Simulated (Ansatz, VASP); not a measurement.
# Cross-check of Cu (linear Cu chain) between VASP and Ansatz

Aim: how closely do two programs agree when they are given the same cell, functional and k mesh? The cell is taken from a series of runs on this material, whose earlier steps may have relaxed, scaled, displaced or heated it; both programs get it as it stands.

Calculated with Ansatz 0.2.0; plane waves, with VASP 6.6.1 beside it; single point at PBE.

## 1. Set-up

The cell holds 1 atom: 1 Cu. Its edges and angles: a = 7.500 Å, b = 7.500 Å, c = 2.026 Å, α = 90.0°, β = 90.0°, γ = 90.0°. Vacuum lies along a and b. The structure's axis is c.

## 2. Ansatz: single point, PBE, pair 1

Ansatz runs on its default PAW (the set named soft_2) files.

A single point gives forces, pressure and levels at one fixed geometry, so differences don't come from the geometry; what else differs is listed under the comparison.

Contents of input.yaml:

```yaml
crystal:
  lattice:
    - [7.5, 0.0, 0.0]
    - [0.0, 7.5, 0.0]
    - [0.0, 0.0, 2.0262304928]
  atoms:
    - { symbol: Cu, position: [0.5, 0.5, 0.0], spin: 0.5 }
magnetization:
  spin_polarized: true
kpoints:
  mp_grid: { grid: [1, 1, 40] }
scf:
  occupations: { method: fermi_dirac, width: 0.05 }
hamiltonian:
  xc: pbe
output:
  transmission:
    e_range: [-2, 2]
    de: 0.035
    kmesh: [1, 1]
    reduced_basis: true
    leads: [[0, 0]]
  stress: true
```

Command:

```
> ansatz run input.yaml --threads 4 --pin off --max-ram 8192MiB --backend cpu --events-out ev --progress --plain --runs-dir out
```

Numbers of over 12 decimals in the logs are rounded to 6 here.

The program printed:

```text
Engine: ansatz 0.2.0, x86_64-unknown-linux-gnu
Pseudopotentials: kind: paw
Pseudopotential: Cu, paw, valence charge 19, recommended cutoff 420 eV (normal), Cu.paw.azcp
Functional definition: PBE
  parameter kappa = 0.804
  parameter beta = 0.066725
  exchange = pbe_x(kappa = kappa, mu = beta*pi^2/3)
  correlation = pbe_c(beta = beta)
Crystal: 1 atoms, lattice volume = 113.975 Å³
Basis set: ecut = 420 eV, 2223 PW (Γ)
Bands: 14, of which v1, the nominal top of the filled ones, is band 10 counted from 1 (9 counted from 0)
Symmetry: 16 space group operations
Space group: P4/mmm (ITA 123), of the structure as read, at distance tolerance 4.8e-5 Å
Magnetic group: BNS 123.339 (UNI 999), of the structure as read, at distance tolerance 4.8e-5 Å
k-points: 21 of 40
Non-local potential: Cu, projectors of the file, l = 0: 3, l = 1: 2, l = 2: 3, l = 3: 1
PAW form: soft (Blöchl's): semilocal exchange-correlation on the pseudo side does not see the compensation charge
PAW one-centre angular grid: Cu, 590 points (default); XC on 64 Gauss nodes
Initial density: superposition of atomic densities (neutral atoms: chi_scale 0, normalization atom)
Starting moments: Σ|m| = 0.5 μB on 1 of 1 site
Initial wavefunctions: pseudopotential atomic-orbital guess
Functional: x = pbe(κ = 0.804, μ = 0.219515), c = pbe(β = 0.066725)
SCF iter   1: F=—  HF=-6623.092882 eV  |F-HF|=—  |Δ(HF+E_count)|=         —  Δρ=3.48e-2 (↑3.48e-2 ↓2.06e-2)  dr2=1.98e0  dr2_m=7.48e-2  M=0.265 μB ∫|m|=0.302 μB  β_m=0.30  ethr=3.10e-3  ⟨swp⟩=5.0  Hψ=3268  notcnv=0
preconditioner: auto → LDOS  [metal: Δε(μ)=0.055 eV  Ē_g=7.412 eV  σ=0.050 eV  W_gap=0.25  n_scr=20 (ndim 8)  ℏωp=11.5 eV  f_vac=0.741  D(μ)=1.44/eV (n_scr^D=8)]
spin=Collinear: LDOS preconditioning applied to the charge; magnetization (m = ρ↑ − ρ↓) channel mixes plain (no charge-response kernel on spin).
SCF iter   2: F=—  HF=-6622.839294 eV  |F-HF|=—  |Δ(HF+E_count)|=   2.54e-1  Δρ=1.63e-2 (↑1.63e-2 ↓8.25e-3)  dr2=8.10e-2  dr2_m=1.43e-1  M=0.148 μB ∫|m|=0.183 μB  β_m=0.30  ethr=3.10e-3  ⟨swp⟩=2.0  Hψ=1332  notcnv=0  defer=12
SCF iter   3: F=—  HF=-6622.839249 eV  |F-HF|=—  |Δ(HF+E_count)|=   4.52e-5  Δρ=1.26e-2 (↑1.26e-2 ↓5.17e-3)  dr2=6.32e-2  dr2_m=7.54e-2  M=0.146 μB ∫|m|=0.177 μB  β_m=0.30  ethr=4.26e-4  ⟨swp⟩=2.0  Hψ=749  notcnv=0  defer=12
SCF iter   4: F=—  HF=-6622.837816 eV  |F-HF|=—  |Δ(HF+E_count)|=   1.43e-3  Δρ=8.14e-3 (↑8.14e-3 ↓6.78e-3)  dr2=4.70e-3  dr2_m=5.75e-2  M=0.127 μB ∫|m|=0.145 μB  β_m=0.30  ethr=3.33e-4  ⟨swp⟩=2.0  Hψ=744  notcnv=0  defer=12
SCF iter   5: F=—  HF=-6622.846371 eV  |F-HF|=—  |Δ(HF+E_count)|=   8.56e-3  Δρ=6.77e-3 (↑5.90e-3 ↓6.77e-3)  dr2=5.25e-4  dr2_m=4.19e-2  M=0.106 μB ∫|m|=0.123 μB  β_m=0.30  ethr=2.48e-5  ⟨swp⟩=2.5  Hψ=966  notcnv=0  defer=12
SCF iter   6: F=—  HF=-6622.849024 eV  |F-HF|=—  |Δ(HF+E_count)|=   2.65e-3  Δρ=5.49e-3 (↑4.39e-3 ↓5.49e-3)  dr2=9.79e-4  dr2_m=2.55e-2  M=0.097 μB ∫|m|=0.113 μB  β_m=0.30  ethr=2.76e-6  ⟨swp⟩=2.0  Hψ=899  notcnv=0  defer=12
SCF iter   7: F=—  HF=-6622.850397 eV  |F-HF|=—  |Δ(HF+E_count)|=   1.37e-3  Δρ=3.85e-3 (↑3.85e-3 ↓2.80e-3)  dr2=8.68e-4  dr2_m=1.15e-2  M=0.102 μB ∫|m|=0.116 μB  β_m=0.30  ethr=2.76e-6  ⟨swp⟩=2.0  Hψ=940  notcnv=0  defer=12
SCF iter   8: F=—  HF=-6622.851030 eV  |F-HF|=—  |Δ(HF+E_count)|=   6.33e-4  Δρ=3.34e-3 (↑2.67e-3 ↓3.34e-3)  dr2=3.46e-4  dr2_m=9.41e-3  M=0.089 μB ∫|m|=0.103 μB  β_m=0.30  ethr=2.76e-6  ⟨swp⟩=1.9  Hψ=757  notcnv=0  defer=12
SCF iter   9: F=—  HF=-6622.851498 eV  |F-HF|=—  |Δ(HF+E_count)|=   4.68e-4  Δρ=2.46e-3 (↑2.13e-3 ↓2.46e-3)  dr2=8.06e-5  dr2_m=5.50e-3  M=0.086 μB ∫|m|=0.099 μB  β_m=0.30  ethr=1.82e-6  ⟨swp⟩=1.6  Hψ=724  notcnv=0  defer=12
Mixer restart at iter 9: flushing history
spin-set hold released at iteration 9 (site moments contracting): the magnetisation degrees of freedom join the quasi-Newton model from the next iteration; the mixer history was flushed
[...]
SCF iter  11: F=—  HF=-6622.852354 eV  |F-HF|=—  |Δ(HF+E_count)|=   5.62e-4  Δρ=7.05e-4 (↑4.36e-4 ↓7.05e-4)  dr2=6.97e-5  dr2_m=3.39e-4  M=0.066 μB ∫|m|=0.075 μB  β_m=0.82  ethr=3.78e-7  ⟨swp⟩=2.0  Hψ=1036  notcnv=0  defer=12
SCF iter  12: F=—  HF=-6622.852455 eV  |F-HF|=—  |Δ(HF+E_count)|=   1.01e-4  Δρ=3.43e-4 (↑3.43e-4 ↓1.47e-4)  dr2=1.42e-4  dr2_m=1.10e-5  M=0.057 μB ∫|m|=0.064 μB  β_m=0.67  ethr=3.67e-7  ⟨swp⟩=2.0  Hψ=877  notcnv=0  defer=12
SCF iter  13: F=—  HF=-6622.852449 eV  |F-HF|=—  |Δ(HF+E_count)|=   5.72e-6  Δρ=2.47e-4 (↑9.10e-5 ↓2.47e-4)  dr2=2.02e-5  dr2_m=2.94e-5  M=0.055 μB ∫|m|=0.061 μB  β_m=0.77  ethr=3.67e-7  ⟨swp⟩=2.0  Hψ=968  notcnv=0  defer=12
SCF iter  14: F=—  HF=-6622.852470 eV  |F-HF|=—  |Δ(HF+E_count)|=   2.10e-5  Δρ=1.08e-4 (↑1.08e-4 ↓4.27e-5)  dr2=1.56e-5  dr2_m=1.25e-6  M=0.048 μB ∫|m|=0.053 μB  β_m=0.76  ethr=1.06e-7  ⟨swp⟩=2.0  Hψ=937  notcnv=0  defer=12
SCF iter  15: F=—  HF=-6622.852472 eV  |F-HF|=—  |Δ(HF+E_count)|=   1.37e-6  Δρ=4.68e-5 (↑4.68e-5 ↓8.74e-6)  dr2=1.22e-6  dr2_m=7.49e-7  M=0.046 μB ∫|m|=0.050 μB  β_m=0.81  ethr=8.20e-8  ⟨swp⟩=1.5  Hψ=642  notcnv=0  defer=12
SCF iter  16: F=—  HF=-6622.852473 eV  |F-HF|=—  |Δ(HF+E_count)|=   1.16e-6  Δρ=1.40e-5 (↑1.40e-5 ↓1.37e-5)  dr2=4.69e-10  dr2_m=2.00e-7  M=0.043 μB ∫|m|=0.047 μB  β_m=0.81  ethr=5.26e-10  ⟨swp⟩=4.9  Hψ=2747  notcnv=0
SCF iter  17: F=—  HF=-6622.852473 eV  |F-HF|=—  |Δ(HF+E_count)|=   1.97e-7  Δρ=8.44e-6 (↑8.44e-6 ↓4.98e-6)  dr2=9.24e-9  dr2_m=4.67e-8  M=0.042 μB ∫|m|=0.046 μB  β_m=0.90  ethr=2.47e-12  ⟨swp⟩=5.0  Hψ=2355  notcnv=0
SCF iter  18: F=—  HF=-6622.852473 eV  |F-HF|=—  |Δ(HF+E_count)|=   5.68e-8  Δρ=2.93e-6 (↑2.93e-6 ↓8.51e-7)  dr2=3.81e-9  dr2_m=3.47e-9  M=0.041 μB ∫|m|=0.045 μB  β_m=0.95  ethr=2.47e-12  ⟨swp⟩=4.7  Hψ=2267  notcnv=0
SCF iter  19: F=—  HF=-6622.852473 eV  |F-HF|=—  |Δ(HF+E_count)|=   4.36e-9  Δρ=2.77e-7 (↑2.77e-7 ↓1.27e-7)  dr2=1.64e-11  dr2_m=4.21e-11  M=0.041 μB ∫|m|=0.045 μB  β_m=0.98  ethr=2.47e-12  ⟨swp⟩=3.9  Hψ=2035  notcnv=0
SCF iter  20: F=-6622.852473 eV  HF=-6622.852473 eV  |F-HF|=4.73e-11  |Δ(HF+E_count)|=  1.07e-10  Δρ=1.39e-7 (↑1.39e-7 ↓1.15e-7)  dr2=4.40e-11  dr2_m=3.36e-13  M=0.041 μB ∫|m|=0.045 μB  ethr=1.00e-12  ⟨swp⟩=2.1  Hψ=1199  notcnv=0
SCF 1 converged in 20 iterations: F = -6622.852473 eV  dr2 = 4.40e-11
  greatest PAW one-centre occupation: 1.000 electrons in one spin orbital (limit 2), on the Cu atom at site 0 (counted from 0), in its partial waves of l = 0
transmission: 6 of 36 steps passed
transmission: 9 of 36 steps passed
[...]
transmission: 36 of 36 steps passed
SCF converged after 20 iterations
Magnetization: 0.0410 μB (9.5205 up, 9.4795 down)
Absolute magnetization: 0.0449 μB (∫|ρ↑−ρ↓|, with the PAW one-centre terms)
Spin contamination: 0.0000 ħ² per cell (⟨S²⟩ above its minimum at these occupations)
Per-site moments (μB) at R_I (Å): [(0.042065, 0.83582007828)]
Free energy (F): -6622.852473 eV
Harris-Foulkes:  -6622.852473 eV  (|F-HF|=4.73e-11)
Internal energy: -6622.838340 eV  (E = F + TS)
E sigma→0 (E₀):  -6622.845407 eV
Entropy (-TS):   -0.014133 eV (-14.133 meV/atom)
Fermi energy:    -2.910890 eV
--- Per-component energies (eV) ---
  E_band       = -706.284036
  E_kinetic    = 301.678322
  E_local      = -9699.051125  (includes V_loc(G=0)·N_el)
  E_nonlocal   = 399.398415
  E_hartree    = 4435.425162
  E_xc         = -87.113112
  E_vxc        = -112.115903  (∫ρ·V_xc dr)
  E_paw        = -1671.119236  (= ΣΔE_a)
  E_vpaw       = -467.043598  (= ΣTr[D̂ρ^β])
  E_aug_tail   = 0.000283  (compensation charges beyond the density's cutoff)
  E_ewald      = -302.057050
  E_smearing   = -0.014133  (= −TS)
  E_closure    = 0.000000  (closes the sum)
  Σ components = -6622.852473   (vs F -6622.852473, Δ=0.00e0)
--- Stress (GPa, compression-positive) ---
       -0.096008       0.000000       0.000000
        0.000000      -0.096008       0.000000
        0.000000       0.000000       8.653596
  P = ⅓ Tr σ = 2.8205 GPa (28.205 kbar)
--- Band table (eV; the first three rows and the last of 42) ---
  k-point 0 ↑: bands = [... 6 lower, -4.4070, -4.4047, -3.0004, -3.0004, -0.2736, -0.2736, 1.6739, 2.9901]
  k-point 1 ↑: bands = [... 6 lower, -4.4027, -4.4004, -3.0338, -3.0338, -0.2319, -0.2319, 1.6959, 3.0123]
  k-point 2 ↑: bands = [... 6 lower, -4.3898, -4.3876, -3.1287, -3.1287, -0.1115, -0.1115, 1.7621, 3.0790]
  k-point 20 ↓: bands = [... 6 lower, -3.6753, -3.6751, -3.0155, 2.1502, 6.3596, 8.7857, 8.7857, 10.4505]
--- Transmission ---
  basis      : 497 plane waves across, 3 finite elements along
  points     : 1, standing for a mesh of 1 x 1
  filling    : by the input's occupations and mesh, since the crystals that have channels conduct as metals do. If one of these is a semiconductor, that mesh has misplaced its level
  energies   : 115 from -2.000000 to 1.990000 eV about the Fermi level, 0.035000 eV apart; the leads are filled to 0.000000 eV, and channels, transmission and decay are at -0.005000 eV
  crystal 0  : Cu1, at the sites [0, 0], period 2.0262 Å: whole cells are its period
    offset         : up to 0.0000 Å between an atom of the period and one for which it stands
    filled         : 35.6 meV over the level at which it is neutral
    channels       : 1.000000e0 up, 1.000000e0 down
    conductance    : 1.9066e14 S/m² at 300 K; may be off by some 0.1 % by where its bands' edges are placed, 32.0 % from the distance to neutral
```

## 3. VASP: single point, PBE, pair 1

The same cell, functional, mesh and smearing now go to VASP, with its own data sets.

Lines of VASP's logs that name or quote its potential files are left out, and so is its time.

Contents of INCAR:

```
SYSTEM = Cu
PREC = Accurate
ENCUT = 600
EDIFF = 1E-06
NELM = 200
ISMEAR = -1
SIGMA = 0.05
LREAL = .FALSE.
ALGO = Normal
GGA = PE
NBANDS = 13
ISPIN = 2
MAGMOM = 0.04
LASPH = .TRUE.
LMAXMIX = 4
LORBIT = 11
LWAVE = .FALSE.
LCHARG = .FALSE.
ISIF = 2
GGA_COMPAT = .FALSE.
KPAR = 2
```

Contents of POSCAR:

```
Cu
1.0
    7.5000000000      0.0000000000      0.0000000000
    0.0000000000      7.5000000000      0.0000000000
    0.0000000000      0.0000000000      2.0262304928
Cu
1
Direct
    0.5000000000      0.5000000000      0.0000000000
```

Contents of KPOINTS:

```
Automatic mesh
0
Gamma
1 1 40
0 0 0
```

PAW data sets: Cu (PBE family, release 64).

Command:

```
> mpirun -np 2 vasp_std
```

The program printed:

```text
[banner, memory and clock lines left out]
running    2 mpi-ranks, on    1 nodes
 distrk:  each k-point on    1 cores,    2 groups
 distr:  one band on    1 cores,    1 groups

 POSCAR found type information on POSCAR Cu
 POSCAR found :  1 types and       1 ions
 LDA part: xc-table for (Slater+PW92), standard interpolation
 POSCAR, INCAR and KPOINTS ok, starting setup
 FFT: planning ... GRIDC
 FFT: planning ... GRID_SOFT
 FFT: planning ... GRID
 WAVECAR not read
 entering main loop
       N       E                     dE             d eps       ncg     rms          rms(c)
DAV:   1     0.623369839686E+02    0.62337E+02   -0.40219E+03  1092   0.715E+02
DAV:   2     0.448366532298E-01   -0.62292E+02   -0.52909E+02  1132   0.147E+02
DAV:   3    -0.163825783438E+01   -0.16831E+01   -0.16641E+01  1362   0.301E+01
DAV:   4    -0.166087146998E+01   -0.22614E-01   -0.22606E-01  1292   0.444E+00
DAV:   5    -0.166154409181E+01   -0.67262E-03   -0.67260E-03  1346   0.744E-01    0.509E+00
DAV:   6    -0.179358939095E+01   -0.13205E+00   -0.55212E+00  1322   0.423E+01    0.370E+00
DAV:   7    -0.143475899216E+01    0.35883E+00   -0.15244E+00  1320   0.209E+01    0.382E-01
DAV:   8    -0.144473598421E+01   -0.99770E-02   -0.12061E-01  1427   0.514E+00    0.136E+00
DAV:   9    -0.142849877660E+01    0.16237E-01   -0.92324E-02  1217   0.528E+00    0.291E-01
DAV:  10    -0.142769483533E+01    0.80394E-03   -0.16183E-03  1390   0.594E-01    0.122E-01
DAV:  11    -0.142755340085E+01    0.14143E-03   -0.17954E-03  1425   0.596E-01    0.959E-02
DAV:  12    -0.142750220096E+01    0.51200E-04   -0.10506E-04  1112   0.186E-01    0.446E-02
DAV:  13    -0.142750184876E+01    0.35220E-06   -0.43161E-05  1143   0.957E-02    0.128E-02
DAV:  14    -0.142750905403E+01   -0.72053E-05   -0.26738E-05  1184   0.793E-02    0.146E-02
DAV:  15    -0.142751353720E+01   -0.44832E-05   -0.15896E-06  1137   0.185E-02    0.100E-02
DAV:  16    -0.142751729252E+01   -0.37553E-05   -0.35185E-06  1102   0.264E-02    0.187E-03
DAV:  17    -0.142751772709E+01   -0.43457E-06   -0.32674E-07  1052   0.717E-03
   1 F= -.14275177E+01 E0= -.14206554E+01  d E =-.137247E-01  mag=     0.0038
```

Parts of OUTCAR (step 3):

```text
ion  position               nearest neighbor table
   1  0.500  0.500  0.000-

  LATTYP: Found a simple tetragonal cell.
 ALAT       =     7.5000000000
 C/A-ratio  =     0.2701640657

 Subroutine GETGRP returns: Found 16 space group operations
 (whereof 16 operations were pure point group operations)

The static configuration has the point symmetry D_4h.

 Found     21 irreducible k-points:

   k-points           NKPTS =     21   k-points in BZ     NKDIM =     21   number of bands    NBANDS=     13

   dimension x,y,z NGX =    60 NGY =   60 NGZ =   16
   dimension x,y,z NGXF=   120 NGYF=  120 NGZF=   32

   ENCUT  =  600.0 eV  44.10 Ry    6.64 a.u.  14.98 14.98  4.05*2*pi/ulx,y,z

   NELECT =      11.0000    total number of electrons

 k-points in reciprocal lattice and weights: Automatic mesh
   0.00000000  0.00000000  0.00000000       0.025
   0.00000000  0.00000000  0.02500000       0.050
   0.00000000  0.00000000  0.05000000       0.050
   0.00000000  0.00000000  0.07500000       0.050
   0.00000000  0.00000000  0.10000000       0.050
   0.00000000  0.00000000  0.12500000       0.050
   0.00000000  0.00000000  0.15000000       0.050
   0.00000000  0.00000000  0.17500000       0.050
   0.00000000  0.00000000  0.20000000       0.050
[...]
0.00000000  0.00000000  0.47500000       0.050
   0.00000000  0.00000000  0.50000000       0.025

 average (electrostatic) potential at core
       1 -73.8209

 E-fermi :  -3.8499

 spin component 1
 k-point     1 :       0.0000    0.0000    0.0000
  band No.  band energies     occupation
    ...
      2      -5.6590      1.00000
      3      -5.3328      1.00000
      4      -5.3305      1.00000
      5      -3.9060      0.75447
      6      -3.9060      0.75447
      7      -1.2086      0.00000
      8      -1.2086      0.00000
      9       0.7193      0.00000
     10       2.0428      0.00000
     11       3.8694      0.00000
    ...

 k-point     2 :       0.0000    0.0000    0.0250
  band No.  band energies     occupation
    ...
      2      -5.6450      1.00000
      3      -5.3285      1.00000
      4      -5.3263      1.00000
      5      -3.9395      0.85727
      6      -3.9395      0.85727
      7      -1.1667      0.00000
      8      -1.1667      0.00000
      9       0.7414      0.00000
     10       2.0650      0.00000
     11       3.8940      0.00000
    ...

 k-point     3 :       0.0000    0.0000    0.0500
  band No.  band energies     occupation
    ...
      2      -5.6030      1.00000
      3      -5.3158      1.00000
      4      -5.3135      1.00000
      5      -4.0348      0.97582
      6      -4.0348      0.97582
      7      -1.0461      0.00000
      8      -1.0461      0.00000
      9       0.8075      0.00000
     10       2.1317      0.00000
     11       3.9675      0.00000
    ...

 k-point     4 :       0.0000    0.0000    0.0750
  band No.  band energies     occupation
    ...
      2      -5.5332      1.00000
      3      -5.2948      1.00000
      4      -5.2927      1.00000
      5      -4.1791      0.99862
      6      -4.1791      0.99862
      7      -0.8576      0.00000
      8      -0.8576      0.00000
      9       0.9178      0.00000
     10       2.2428      0.00000
     11       4.0898      0.00000
    ...

 k-point     5 :       0.0000    0.0000    0.1000
  band No.  band energies     occupation
    ...
      2      -5.4355      1.00000
      3      -5.2662      1.00000
      4      -5.2642      1.00000
      5      -4.3580      0.99996
      6      -4.3580      0.99996
      7      -0.6132      0.00000
      8      -0.6132      0.00000
      9       1.0723      0.00000
     10       2.3985      0.00000
     11       4.2601      0.00000
    ...

 k-point     6 :       0.0000    0.0000    0.1250
  band No.  band energies     occupation
    ...
      2      -5.3099      1.00000
      3      -5.2306      1.00000
      4      -5.2288      1.00000
      5      -4.5595      1.00000
      6      -4.5595      1.00000
      7      -0.3218      0.00000
      8      -0.3218      0.00000
      9       1.2711      0.00000
     10       2.5988      0.00000
     11       4.4780      0.00000
    ...

  Total       -0.0840443     -0.0840443      6.2156231     -0.0000000      0.0000000      0.0000000
  in kB       -1.1814285     -1.1814285     87.3743351     -0.0000000      0.0000000      0.0000000
  external PRESSURE =      28.3371594 kB  Pullay stress =       0.0000000 kB

  energy-cutoff  :      600.00
  volume of cell :      113.98
      direct lattice vectors                 reciprocal lattice vectors
     7.500000000  0.000000000  0.000000000     0.133333333  0.000000000  0.000000000
     0.000000000  7.500000000  0.000000000     0.000000000  0.133333333  0.000000000
     0.000000000  0.000000000  2.026230493     0.000000000  0.000000000  0.493527268

 POSITION                                       TOTAL-FORCE (eV/Angst)
 -----------------------------------------------------------------------------------
      3.75000      3.75000      0.00000         0.000000      0.000000      0.000000
 -----------------------------------------------------------------------------------
    total drift:                                0.000000      0.000000     -0.000000

  FREE ENERGIE OF THE ION-ELECTRON SYSTEM (eV)
  ---------------------------------------------------
  free  energy   TOTEN  =        -1.4275177271 eV

  energy  without entropy=       -1.4137930673  energy(sigma->0) =       -1.42065540

 total charge
# of ion       s       p       d       tot
------------------------------------------
    1        0.567   0.170   9.320  10.057

 magnetization (x)
# of ion       s       p       d       tot
------------------------------------------
    1        0.000  -0.000   0.004   0.004

[... 6 further parts left out ...]
```

## 4. Comparison

Known differences besides the potentials themselves: VASP starts from the moments at which Ansatz ended; the data sets hold 19 valence electrons in Ansatz (on its default PAW (the set named soft_2) files) and 11 in VASP; the cutoff is 420 eV in Ansatz and 600 eV in VASP. Total energies have different zeros and are not compared.

The two programs side by side:

```
         quantity  Ansatz  VASP  difference
   pressure (GPa)    2.82  2.83       -0.01
total moment (μB)    0.04  0.00       +0.04
```

## 5. Ansatz: single point, PBE, pair 2

A single point gives forces, pressure and levels at one fixed geometry, so differences don't come from the geometry; what else differs is listed under the comparison. The cell compared in this pair holds 119.16 Å³, against 113.98 Å³ for the pair before.

The cell is taken from a series of runs on this material, whose earlier steps may have relaxed, scaled, displaced or heated it; both programs get it as it stands.

Changes to input.yaml since step 2:

```diff
@@ -4,3 +4,3 @@
     - [0.0, 7.5, 0.0]
-    - [0.0, 0.0, 2.0262304928]
+    - [0.0, 0.0, 2.1183318788]
   atoms:
@@ -10,3 +10,3 @@
 kpoints:
-  mp_grid: { grid: [1, 1, 40] }
+  mp_grid: { grid: [1, 1, 38] }
 scf:
```

Command:

```
> ansatz run input.yaml --threads 4 --pin off --max-ram 8192MiB --backend cpu --events-out ev --progress --plain --runs-dir out
```

The program printed:

```text
[...]
Crystal: 1 atoms, lattice volume = 119.156 Å³
Basis set: ecut = 420 eV, 2335 PW (Γ)
Bands: 14, of which v1, the nominal top of the filled ones, is band 10 counted from 1 (9 counted from 0)
Symmetry: 16 space group operations
[...]
k-points: 20 of 38
[...]
Starting moments: Σ|m| = 0.5 μB on 1 of 1 site
[...]
--- Transmission ---
  basis      : 497 plane waves across, 3 finite elements along
  points     : 1, standing for a mesh of 1 x 1
[...]
crystal 0  : Cu1, at the sites [0, 0], period 2.1183 Å: whole cells are its period
[...]
filled         : 21.2 meV over the level at which it is neutral
    channels       : 1.000000e0 up, 1.000000e0 down
[...]
[key lines of the parts left out:]
SCF converged after 17 iterations
Magnetization: 0.0608 μB (9.5304 up, 9.4696 down)
Free energy (F): -6623.062615 eV
Fermi energy:    -3.098922 eV
P = ⅓ Tr σ = 1.4508 GPa (14.508 kbar)
```

[end of part 1 of 2]

[Lines on the potential files, build, host, timing and source positions are cut from VASP's logs without a mark.]

[Logs are printed without paths, hosts, clocks, repeated set-up lines and the standing remarks that a program may print on its own settings, such as how far it seeks lower states.]

[Hosts, paths, dates, database ids (printed as entryN), source tags and the programs' standing remarks are cut or masked in the printed files.]
